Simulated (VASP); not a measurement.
Input:

```
CELL_PARAMETERS angstrom
      5.86008     0.00000     0.00000
      2.93004     5.07498     0.00000
      0.00000     0.00000    21.98090
ATOMIC_POSITIONS crystal
  Cs 0.96503 0.64278 0.41445
  Cs 0.65463 0.28760 0.52980
  Cs 0.32271 0.96827 0.63535
  Cl 0.64039 0.30164 0.36728
  Cl 0.30413 0.99723 0.47133
  Cl 0.95522 0.63141 0.58179
```

Level of theory: PBEsol GGA, VASP's PBE PAW potentials (set 64) (plane waves; VASP). Numerical set-up: 300 eV cut-off, 5×5×1 Γ-centred mesh, first-order Methfessel-Paxton smearing of 0.050 eV, potentials Cs_sv Cl.

The cell holds a wide vacuum, so values per volume refer to the whole cell.

**Question.** What does the run give for the energy per atom (σ→0), largest force?

**Answer.** 
```
Item                            Value
---------------------  --------------
energy per atom (σ→0)  -3.120 eV/atom
largest force              1.189 eV/Å
```

The cell is a sheet with vacuum, built from a database entry that may be metastable or hypothetical.
